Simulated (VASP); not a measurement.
The system is TiB2.

```xyz
3
Lattice="3.0292 0.0000 0.0000 -1.5146 2.6234 0.0000 0.0000 0.0000 3.2284" Properties=species:S:1:pos:R:3 pbc="T T T"
Ti    0.0000    0.0000    0.0000
B     0.0000    1.7489    1.6142
B     1.5146    0.8745    1.6142
```

Program: VASP 6.6.1. Alike in all runs: task single point; level PBE; potentials or basis VASP PAW PBE potentials, release 64 (Ti_sv, B); no spin polarisation; cell as given; smearing gaussian 0.1 eV. Hardware: 1 thread of Intel(R) Xeon(R) Platinum 8488C (Sapphire Rapids), with other jobs on the host.

Problem. Order these runs on this cell by their wall time, lowest first.
A. k mesh 12 × 12 × 10; cutoff (eV) 400; mesh quality not flagged
B. k mesh 21 × 21 × 18; cutoff (eV) 520; mesh quality not flagged
C. k mesh 3 × 3 × 4; cutoff (eV) 520; mesh quality coarse
D. k mesh 9 × 9 × 6; cutoff (eV) 520; mesh quality not flagged

Solution. C (3.8 s), D (9.1 s), A (19 s), B (71 s).

Caveats: some runs use coarse meshes.
